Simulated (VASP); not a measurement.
# Cs2AgBiBr6: the band gap up a ladder of functionals

Which functional reproduces the measured band gap of Cs2AgBiBr6, and what does it cost? The levels: LDA, PBEsol, PBE, r2SCAN, TB-mBJ, BLYP, LAK, HSE06, PBE + SOC and TB-mBJ + SOC. The start is a cell from a database of measured crystal structures.

Calculated with VASP 6.6.1; LDA; plane waves and PAW (Cs_sv, Ag, Bi_d, Br), in the first sound run; inputs show where later runs differ.

**What experiment says.**

For Cs2AgBiBr6, cubic double perovskite (hydrothermal single crystal grown in Ag excess, about 500 um thick, 300 K), “Highly ordered lead-free double perovskite halides by design” (2020, arxiv:2006.15818) gives, by UV-visible absorption, Tauc plot: band gap (indirect gap from Tauc plot of optical absorption, Ag:Bi = 1.20:1 in …) 2.1 eV [Tauc extrapolation of indirect absorption edge; crystal grown with Ag excess; measurement …].

This is a report of a sequence of runs, with most program output left out.

## (1) Starting point

The structure is cubic, space group Fm-3m (No. 225). Conventional cell: a = 11.232 Å, b = 11.232 Å, c = 11.232 Å, α = 90.00°, β = 90.00°, γ = 90.00°. Nearest to Cs lie 12 Br at 3.97 Å. Nearest to Ag lie 6 Br at 2.80 Å. Bi has 6 Br at 2.81 Å nearest. Nearest to Br lie 1 Ag at 2.80 Å and 1 Bi at 2.81 Å and 4 Cs at 3.97 Å. Farther neighbours and most contacts between anions are not listed.

As a file:

```cif
data_structure
_symmetry_space_group_name_H-M 'Fm-3m'
_symmetry_Int_Tables_number 225
_cell_length_a 11.2322
_cell_length_b 11.2322
_cell_length_c 11.2322
_cell_angle_alpha 90.000
_cell_angle_beta 90.000
_cell_angle_gamma 90.000
_cell_volume 1417.08
loop_
_atom_site_label
_atom_site_type_symbol
_atom_site_symmetry_multiplicity
_atom_site_Wyckoff_symbol
_atom_site_fract_x
_atom_site_fract_y
_atom_site_fract_z
_atom_site_occupancy
Cs1 Cs 8 c 0.25000 0.75000 0.75000 1
Ag1 Ag 4 b 0.50000 0.00000 0.00000 1
Bi1 Bi 4 a 0.00000 0.00000 0.00000 1
Br1 Br 24 e 0.50000 0.75055 0.00000 1
```

## (2) Bands with LDA, k 2×2×2

The mesh alone shows little of the dispersion and can miss band extrema, so KPOINTS_OPT adds a path through the symmetry points after the self-consistent cycle. LDA, the lowest rung, knows the local density alone.

Input file INCAR:

```
SYSTEM = Cs2AgBiBr6
PREC = Accurate
ENCUT = 400
EDIFF = 1E-06
NELM = 100
ISMEAR = 0
SIGMA = 0.02
LREAL = .FALSE.
ALGO = Normal
GGA = CA
NBANDS = 67
LASPH = .TRUE.
LORBIT = 11
LWAVE = .FALSE.
LCHARG = .FALSE.
NCORE = 8
```

Input file POSCAR:

```
Cs2AgBiBr6
1.0
    0.0000000000      5.6161000000      5.6161000000
    5.6161000000      0.0000000000      5.6161000000
    5.6161000000      5.6161000000      0.0000000000
Cs Ag Bi Br
2 1 1 6
Direct
    0.2500000000      0.2500000000      0.2500000000
    0.7500000000      0.7500000000      0.7500000000
    0.5000000000      0.5000000000      0.5000000000
    0.0000000000      0.0000000000      0.0000000000
    0.2505500000      0.7494500000      0.2505500000
    0.2505500000      0.7494500000      0.7494500000
    0.7494500000      0.2505500000      0.7494500000
    0.7494500000      0.2505500000      0.2505500000
    0.2505500000      0.2505500000      0.7494500000
    0.7494500000      0.7494500000      0.2505500000
```

Input file KPOINTS:

```
Automatic mesh
0
Gamma
2 2 2
0 0 0
```

Input file KPOINTS_OPT:

```
Line mode
12
Line-mode
Reciprocal
  0.00000000   0.00000000   0.00000000 GAMMA
  0.50000000   0.00000000   0.50000000 X

  0.50000000   0.00000000   0.50000000 X
  0.50000000   0.25000000   0.75000000 W

  0.50000000   0.25000000   0.75000000 W
  0.37500000   0.37500000   0.75000000 K

  0.37500000   0.37500000   0.75000000 K
  0.00000000   0.00000000   0.00000000 GAMMA

  0.00000000   0.00000000   0.00000000 GAMMA
  0.50000000   0.50000000   0.50000000 L

  0.50000000   0.50000000   0.50000000 L
  0.62500000   0.25000000   0.62500000 U

  0.62500000   0.25000000   0.62500000 U
  0.50000000   0.25000000   0.75000000 W

  0.50000000   0.25000000   0.75000000 W
  0.50000000   0.50000000   0.50000000 L

  0.50000000   0.50000000   0.50000000 L
  0.37500000   0.37500000   0.75000000 K

  0.62500000   0.25000000   0.62500000 U
  0.50000000   0.00000000   0.50000000 X
```

The projector-augmented-wave data sets are Cs_sv, Ag, Bi_d and Br (PBE family, release 64).

Command:

```console
> mpirun -np 8 vasp_std
```

The job ended after 2.5 min (8 MPI ranks of Intel Xeon 6975P-C (Granite Rapids), shared host; peak memory 1.4 GiB; 16 min of CPU time).

Spin-orbit coupling is off here; with elements this heavy it splits and shifts levels by tenths of an eV or more. The PAW data sets were made with PBE, though LDA sets exist; this is a small mismatch.

This step gave:

| Property | Result |
| --- | --- |
| SCF cycles | 13 |
| electrons | 86 |
| bands | 67 |
| irreducible k-points | 3 |
| symmetry operations | 48 |
| free energy (TOTEN) | -34.18 eV |
| Fermi energy | 1.266 eV |
| pressure | -1.136 GPa |
| metallic | no |
| least gap on mesh and path | 1.063 eV |
| least direct gap on mesh and path | 2.171 eV |
| valence top at k | 0.5, 0, 0.5 |
| conduction bottom at k | 0.5, 0, 0 |
| least direct gap at k | 0.5, 0.4091, 0.5909 |

Electronic bands along the path, in eV, zero at the valence-band top; v1 is the highest filled band, c1 the lowest empty one:

```csv
point,v4,v3,v2,v1,c1,c2,c3,c4
Γ,-1.19,-1.19,-0.68,-0.68,2.13,2.13,2.13,3.26
0.55 of the way,-1.53,-1.20,-0.94,-0.69,2.46,2.46,2.61,4.15
X,-1.56,-1.21,-0.69,0.00,2.67,2.67,3.05,4.16
0.45 of the way,-1.56,-1.27,-0.89,-0.06,2.57,2.72,3.01,4.55
W,-1.45,-1.45,-1.30,-0.10,2.48,2.88,2.88,5.12
0.45 of the way,-1.51,-1.40,-1.18,-0.15,2.31,2.93,3.02,5.03
K,-1.53,-1.38,-1.03,-0.22,2.16,2.96,3.19,4.91
0.45 of the way,-1.49,-1.33,-1.28,-0.98,1.84,2.53,3.40,4.22
Γ,-1.19,-1.19,-0.68,-0.68,2.13,2.13,2.13,3.26
0.45 of the way,-1.46,-1.28,-1.04,-1.04,1.67,2.76,2.76,3.75
L,-1.50,-1.42,-1.26,-1.26,1.06,3.60,3.60,4.62
0.45 of the way,-1.51,-1.50,-1.20,-0.77,1.41,3.37,3.52,4.84
U,-1.53,-1.38,-1.03,-0.22,2.16,2.96,3.19,4.91
0.55 of the way,-1.51,-1.40,-1.18,-0.15,2.31,2.93,3.02,5.03
W,-1.45,-1.45,-1.30,-0.10,2.48,2.88,2.88,5.12
0.55 of the way,-1.51,-1.47,-1.24,-0.66,1.52,3.31,3.47,4.91
L,-1.50,-1.42,-1.26,-1.26,1.06,3.60,3.60,4.62
0.55 of the way,-1.50,-1.50,-1.18,-0.65,1.55,3.27,3.48,4.93
K,-1.53,-1.38,-1.03,-0.22,2.16,2.96,3.19,4.91
jump to U,-1.53,-1.38,-1.03,-0.22,2.16,2.96,3.19,4.91
0.55 of the way,-1.56,-1.24,-0.78,-0.04,2.51,2.80,3.03,4.37
X,-1.56,-1.21,-0.69,0.00,2.67,2.67,3.05,4.16
```

Of the projections kept (Cs, Ag, Bi, Br), the largest for each band there; the rest of the weight can lie on other orbitals:

```csv
point,v4,v3,v2,v1,c1,c2,c3,c4
Γ,Br 1.00,Br 1.00,Br 0.52,Br 0.52,Bi 0.55,Bi 0.55,Bi 0.55,Br 0.58
X,Br 0.63,Br 1.00,Br 0.52,Br 0.57,Bi 0.55,Bi 0.55,Bi 0.56,Ag 0.52
W,Br 0.94,Br 0.94,Br 0.52,Br 0.57,Br 0.40,Bi 0.55,Bi 0.56,Br 0.48
K,Br 0.74,Br 0.93,Br 0.57,Br 0.57,Bi 0.42,Bi 0.56,Bi 0.50,Br 0.46
Γ,Br 1.00,Br 1.00,Br 0.52,Br 0.52,Bi 0.55,Bi 0.55,Bi 0.55,Br 0.58
L,Br 0.98,Br 0.79,Br 0.68,Br 0.68,Bi 0.49,Br 0.47,Br 0.47,Br 0.51
```

Force by atom:

```csv
atom,x (eV/Å),y (eV/Å),z (eV/Å),size
Cs1,0.000,0.000,0.000,0.000
Cs2,0.000,0.000,0.000,0.000
Ag3,0.000,0.000,0.000,0.000
Bi4,0.000,0.000,0.000,0.000
Br5,0.000,0.284,0.000,0.284
Br6,-0.284,0.000,0.000,0.284
Br7,0.000,-0.284,0.000,0.284
Br8,0.284,0.000,0.000,0.284
Br9,0.000,0.000,0.284,0.284
Br10,0.000,0.000,-0.284,0.284
```

The gap is 1.06 eV, indirect, from X to L.

## (3) Bands with PBEsol, k 2×2×2

This step: PBEsol; plane waves and PAW (Cs_sv, Ag, Bi_d, Br) (VASP 6.6.1).

PBEsol restores the gradient expansion of exchange and is tuned for the cells of solids.

INCAR: that of step 2 with these lines changed.

```diff
@@ -9,3 +9,3 @@
 ALGO = Normal
-GGA = CA
+GGA = PS
 NBANDS = 67
```

POSCAR is that of step 2.

KPOINTS is that of step 2.

KPOINTS_OPT is that of step 2.

Command:

```console
> mpirun -np 8 vasp_std
```

It took 2.4 min on 8 MPI ranks; peak memory 1.4 GiB; 16 min of CPU time.

The PAW data sets were made with PBE, which is usual practice but a small mismatch for other functionals.

This step gave:

```
SCF cycles                        : 14
free energy (TOTEN)               : -31.57 eV
Fermi energy                      : 1.443 eV
pressure                          : 0.2049 GPa
least gap on mesh and path        : 1.137 eV
least direct gap on mesh and path : 2.237 eV
valence top at k                  : 0.5, 0.5, 0
```

The electronic bands at the labelled points (eV, zero at the valence-band top; v1 is the highest filled band, c1 the lowest empty one):

```csv
point,v4,v3,v2,v1,c1,c2,c3,c4
Γ,-1.22,-1.22,-0.68,-0.68,2.19,2.19,2.19,3.44
0.55 of the way,-1.55,-1.23,-0.94,-0.69,2.51,2.51,2.67,4.32
X,-1.57,-1.24,-0.69,0.00,2.72,2.72,3.10,4.25
0.45 of the way,-1.57,-1.30,-0.89,-0.06,2.62,2.77,3.06,4.63
W,-1.48,-1.48,-1.30,-0.10,2.54,2.93,2.93,5.20
0.45 of the way,-1.53,-1.42,-1.18,-0.15,2.37,2.98,3.07,5.11
K,-1.55,-1.40,-1.03,-0.21,2.22,3.01,3.24,4.99
0.45 of the way,-1.51,-1.36,-1.29,-0.97,1.90,2.59,3.44,4.39
Γ,-1.22,-1.22,-0.68,-0.68,2.19,2.19,2.19,3.44
0.45 of the way,-1.47,-1.30,-1.04,-1.04,1.73,2.81,2.81,3.93
L,-1.53,-1.41,-1.27,-1.27,1.14,3.64,3.64,4.78
0.45 of the way,-1.53,-1.52,-1.21,-0.77,1.48,3.41,3.56,5.00
U,-1.55,-1.40,-1.03,-0.21,2.22,3.01,3.24,4.99
0.55 of the way,-1.53,-1.42,-1.18,-0.15,2.37,2.98,3.07,5.11
W,-1.48,-1.48,-1.30,-0.10,2.54,2.93,2.93,5.20
0.55 of the way,-1.53,-1.49,-1.25,-0.65,1.59,3.35,3.51,5.07
L,-1.53,-1.41,-1.27,-1.27,1.14,3.64,3.64,4.78
0.55 of the way,-1.52,-1.52,-1.19,-0.65,1.61,3.32,3.52,5.08
K,-1.55,-1.40,-1.03,-0.21,2.22,3.01,3.24,4.99
jump to U,-1.55,-1.40,-1.03,-0.21,2.22,3.01,3.24,4.99
0.55 of the way,-1.56,-1.27,-0.79,-0.04,2.56,2.85,3.08,4.45
X,-1.57,-1.24,-0.69,0.00,2.72,2.72,3.10,4.25
```

Of the projections kept (Cs, Ag, Bi, Br), the largest for each band there; the rest of the weight can lie on other orbitals:

```csv
point,v4,v3,v2,v1,c1,c2,c3,c4
Γ,Br 1.00,Br 1.00,Br 0.51,Br 0.51,Bi 0.55,Bi 0.55,Bi 0.55,Br 0.57
X,Br 0.62,Br 1.00,Br 0.51,Br 0.56,Bi 0.56,Bi 0.56,Bi 0.56,Ag 0.53
W,Br 0.93,Br 0.93,Br 0.50,Br 0.56,Br 0.40,Bi 0.56,Bi 0.56,Br 0.48
K,Br 0.73,Br 0.94,Br 0.55,Br 0.56,Bi 0.42,Bi 0.56,Bi 0.50,Br 0.45
Γ,Br 1.00,Br 1.00,Br 0.51,Br 0.51,Bi 0.55,Bi 0.55,Bi 0.55,Br 0.57
L,Br 0.98,Br 0.79,Br 0.67,Br 0.67,Bi 0.49,Bi 0.47,Bi 0.47,Br 0.50
```

Force by atom:

```csv
atom,x (eV/Å),y (eV/Å),z (eV/Å),size
Cs1,0.000,0.000,0.000,0.000
Cs2,0.000,0.000,0.000,0.000
Ag3,0.000,0.000,0.000,0.000
Bi4,0.000,0.000,0.000,0.000
Br5,0.000,0.243,0.000,0.243
Br6,-0.243,0.000,0.000,0.243
Br7,0.000,-0.243,0.000,0.243
Br8,0.243,0.000,0.000,0.243
Br9,0.000,0.000,0.243,0.243
Br10,0.000,0.000,-0.243,0.243
```

The gap is 1.14 eV, indirect, from X to L. Against LDA that is +0.07 eV; the cost is about the same.

## (4) Bands with PBE, k 2×2×2

This step: PBE; plane waves and PAW (Cs_sv, Ag, Bi_d, Br) (VASP 6.6.1).

PBE, the usual starting point, adds the gradient of the density.

INCAR: that of step 3 with these lines changed.

```diff
@@ -9,3 +9,3 @@
 ALGO = Normal
-GGA = PS
+GGA = PE
 NBANDS = 67
```

POSCAR is that of step 3.

KPOINTS is that of step 3.

KPOINTS_OPT is that of step 3.

Command:

```console
> mpirun -np 8 vasp_std
```

It took 1.8 min on 8 MPI ranks; peak memory 1.4 GiB.

At this level the cell is under a pressure of 2.1 GPa, so at these settings it is away from equilibrium.

Electronic bands along the path, in eV, zero at the valence-band top; v1 is the highest filled band, c1 the lowest empty one:

```csv
point,v4,v3,v2,v1,c1,c2,c3,c4
Γ,-1.24,-1.24,-0.69,-0.69,2.28,2.28,2.28,3.59
0.55 of the way,-1.56,-1.25,-0.93,-0.69,2.59,2.59,2.73,4.46
X,-1.58,-1.26,-0.69,0.00,2.79,2.79,3.16,4.34
0.45 of the way,-1.58,-1.32,-0.89,-0.06,2.70,2.84,3.13,4.72
W,-1.49,-1.49,-1.29,-0.10,2.61,2.99,2.99,5.27
0.45 of the way,-1.54,-1.44,-1.18,-0.14,2.44,3.05,3.14,5.19
K,-1.56,-1.42,-1.03,-0.21,2.30,3.07,3.29,5.08
0.45 of the way,-1.52,-1.38,-1.29,-0.96,1.98,2.67,3.50,4.53
Γ,-1.24,-1.24,-0.69,-0.69,2.28,2.28,2.28,3.59
0.45 of the way,-1.48,-1.33,-1.04,-1.04,1.83,2.88,2.88,4.07
L,-1.54,-1.40,-1.28,-1.28,1.24,3.69,3.69,4.91
0.45 of the way,-1.55,-1.53,-1.22,-0.76,1.57,3.46,3.61,5.12
U,-1.56,-1.42,-1.03,-0.21,2.30,3.07,3.29,5.08
0.55 of the way,-1.54,-1.44,-1.18,-0.14,2.44,3.05,3.14,5.19
W,-1.49,-1.49,-1.29,-0.10,2.61,2.99,2.99,5.27
0.55 of the way,-1.54,-1.50,-1.25,-0.65,1.67,3.41,3.56,5.19
L,-1.54,-1.40,-1.28,-1.28,1.24,3.69,3.69,4.91
0.55 of the way,-1.54,-1.54,-1.20,-0.64,1.70,3.37,3.57,5.20
K,-1.56,-1.42,-1.03,-0.21,2.30,3.07,3.29,5.08
jump to U,-1.56,-1.42,-1.03,-0.21,2.30,3.07,3.29,5.08
0.55 of the way,-1.57,-1.29,-0.79,-0.04,2.64,2.92,3.14,4.54
X,-1.58,-1.26,-0.69,0.00,2.79,2.79,3.16,4.34
```

Of the projections kept (Cs, Ag, Bi, Br), the largest for each band there; the rest of the weight can lie on other orbitals:

```csv
point,v4,v3,v2,v1,c1,c2,c3,c4
Γ,Br 1.00,Br 1.00,Br 0.51,Br 0.51,Bi 0.56,Bi 0.56,Bi 0.56,Br 0.57
X,Br 0.62,Br 1.00,Br 0.51,Br 0.56,Bi 0.56,Bi 0.56,Bi 0.57,Ag 0.54
W,Br 0.93,Br 0.93,Br 0.49,Br 0.56,Br 0.39,Bi 0.56,Bi 0.56,Br 0.47
K,Br 0.72,Br 0.94,Br 0.54,Br 0.56,Bi 0.43,Bi 0.56,Bi 0.51,Br 0.44
Γ,Br 1.00,Br 1.00,Br 0.51,Br 0.51,Bi 0.56,Bi 0.56,Bi 0.56,Br 0.57
L,Br 0.98,Br 0.79,Br 0.66,Br 0.66,Bi 0.49,Bi 0.47,Bi 0.47,Br 0.49
```

The gap is 1.24 eV, indirect, from X to L. Against LDA that is +0.17 eV; this run took 0.69 times the core time.

## (5) Bands with r2SCAN, k 2×2×2

This step: r2SCAN; plane waves and PAW (Cs_sv, Ag, Bi_d, Br) (VASP 6.6.1).

r2SCAN adds the kinetic-energy density, costs more than a GGA and is run with LASPH.

INCAR: that of step 4 with these lines changed.

```diff
@@ -9,5 +9,5 @@
 ALGO = Normal
-GGA = PE
+METAGGA = R2SCAN
+LASPH = .TRUE.
 NBANDS = 67
-LASPH = .TRUE.
 LORBIT = 11
```

POSCAR is that of step 4.

KPOINTS is that of step 4.

KPOINTS_OPT is that of step 4.

Command:

```console
> mpirun -np 8 vasp_std
```

Wall time 5.4 min (8 MPI ranks); peak memory 1.5 GiB.

Electronic bands along the path, in eV, zero at the valence-band top; v1 is the highest filled band, c1 the lowest empty one:

```csv
point,v4,v3,v2,v1,c1,c2,c3,c4
Γ,-1.38,-1.38,-0.73,-0.73,2.65,2.65,2.65,4.14
0.55 of the way,-1.67,-1.39,-0.93,-0.74,2.95,2.95,3.08,4.99
X,-1.67,-1.39,-0.74,0.00,3.14,3.14,3.50,4.89
0.45 of the way,-1.67,-1.45,-0.93,-0.06,3.05,3.19,3.46,5.25
W,-1.62,-1.62,-1.33,-0.11,2.97,3.34,3.34,5.79
0.45 of the way,-1.66,-1.57,-1.22,-0.15,2.81,3.39,3.47,5.71
K,-1.67,-1.55,-1.08,-0.21,2.67,3.41,3.63,5.61
0.45 of the way,-1.65,-1.52,-1.37,-0.96,2.34,3.02,3.82,5.07
Γ,-1.38,-1.38,-0.73,-0.73,2.65,2.65,2.65,4.14
0.45 of the way,-1.59,-1.46,-1.09,-1.09,2.21,3.23,3.23,4.61
L,-1.68,-1.43,-1.36,-1.36,1.63,4.01,4.01,5.46
0.45 of the way,-1.68,-1.66,-1.30,-0.77,1.95,3.79,3.93,5.67
U,-1.67,-1.55,-1.08,-0.21,2.67,3.41,3.63,5.61
0.55 of the way,-1.66,-1.57,-1.22,-0.15,2.81,3.39,3.47,5.71
W,-1.62,-1.62,-1.33,-0.11,2.97,3.34,3.34,5.79
0.55 of the way,-1.67,-1.63,-1.32,-0.66,2.05,3.73,3.89,5.74
L,-1.68,-1.43,-1.36,-1.36,1.63,4.01,4.01,5.46
0.55 of the way,-1.67,-1.66,-1.27,-0.65,2.08,3.70,3.89,5.75
K,-1.67,-1.55,-1.08,-0.21,2.67,3.41,3.63,5.61
jump to U,-1.67,-1.55,-1.08,-0.21,2.67,3.41,3.63,5.61
0.55 of the way,-1.67,-1.43,-0.83,-0.04,3.00,3.26,3.48,5.08
X,-1.67,-1.39,-0.74,0.00,3.14,3.14,3.50,4.89
```

Of the projections kept (Cs, Ag, Bi, Br), the largest for each band there; the rest of the weight can lie on other orbitals:

```csv
point,v4,v3,v2,v1,c1,c2,c3,c4
Γ,Br 1.00,Br 1.00,Ag 0.49,Ag 0.49,Bi 0.57,Bi 0.57,Bi 0.57,Br 0.58
X,Br 0.58,Br 1.00,Ag 0.50,Br 0.55,Bi 0.58,Bi 0.58,Bi 0.58,Ag 0.58
W,Br 0.91,Br 0.91,Ag 0.49,Br 0.55,Bi 0.39,Bi 0.58,Bi 0.58,Br 0.44
K,Br 0.66,Br 0.96,Br 0.49,Br 0.55,Bi 0.45,Bi 0.58,Bi 0.53,Ag 0.44
Γ,Br 1.00,Br 1.00,Ag 0.49,Ag 0.49,Bi 0.57,Bi 0.57,Bi 0.57,Br 0.58
L,Br 0.98,Br 0.79,Br 0.59,Br 0.59,Bi 0.49,Bi 0.49,Bi 0.50,Br 0.49
```

The gap is 1.63 eV, indirect, from X to L. Against LDA that is +0.57 eV; this run took 2.1 times the core time.

## (6) Bands with TB-mBJ, k 2×2×2

This step: TB-mBJ; plane waves and PAW (Cs_sv, Ag, Bi_d, Br) (VASP 6.6.1).

TB-mBJ is a local potential fitted to gaps: it costs far less than a hybrid but gives no energy.

INCAR: that of step 5 with these lines changed.

```diff
@@ -4,3 +4,3 @@
 EDIFF = 1E-06
-NELM = 100
+NELM = 150
 ISMEAR = 0
@@ -9,3 +9,3 @@
 ALGO = Normal
-METAGGA = R2SCAN
+METAGGA = MBJ
 LASPH = .TRUE.
```

POSCAR is that of step 5.

KPOINTS is that of step 5.

KPOINTS_OPT is that of step 5.

Command:

```console
> mpirun -np 8 vasp_std
```

Elapsed: 16 min, on 8 MPI ranks; peak memory 1.6 GiB.

EDIFF was not reached within NELM cycles, so the run counts as unconverged.

[end of part 1 of 2]

[Lines on the potential files, build, host, timing and source positions are cut from VASP's logs without a mark.]

[Logs are printed without paths, hosts, clocks, repeated set-up lines and the standing remarks that a program may print on its own settings, such as how far it seeks lower states.]

[Hosts, paths, dates, database ids (printed as entryN), source tags and the programs' standing remarks are cut or masked in the printed files.]

[A measured line is paired with the nearest computed mode of its activity, which favours agreement.]
